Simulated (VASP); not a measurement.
Input:

```xyz
2
Lattice="0.0000 2.1739 2.1739 2.1739 0.0000 2.1739 2.1739 2.1739 0.0000" Properties=species:S:1:pos:R:3 pbc="T T T"
Ti     0.0000     0.0000     0.0000
C      2.1739     2.1739     2.1739
```

The numbers are results of LDA (Ceperley-Alder, Perdew-Zunger), VASP's LDA PAW potentials (set 64) (plane waves; VASP), not measurements. Numerical set-up: 520 eV cut-off, 15×15×15 Γ-centred mesh, first-order Methfessel-Paxton smearing of 0.10 eV, potentials Ti_sv C.

**Question.** Give the stress tensor in GPa (positive for a compressed cell).

**Answer.** 
```
-14.50    0.00    0.00
  0.00  -14.50    0.00
  0.00    0.00  -14.50
```
The pressure is its mean diagonal, -14.50 GPa.

The compound is TiC in the rock salt structure. This cell is one point of a volume scan, at 1.06 of the reference volume.
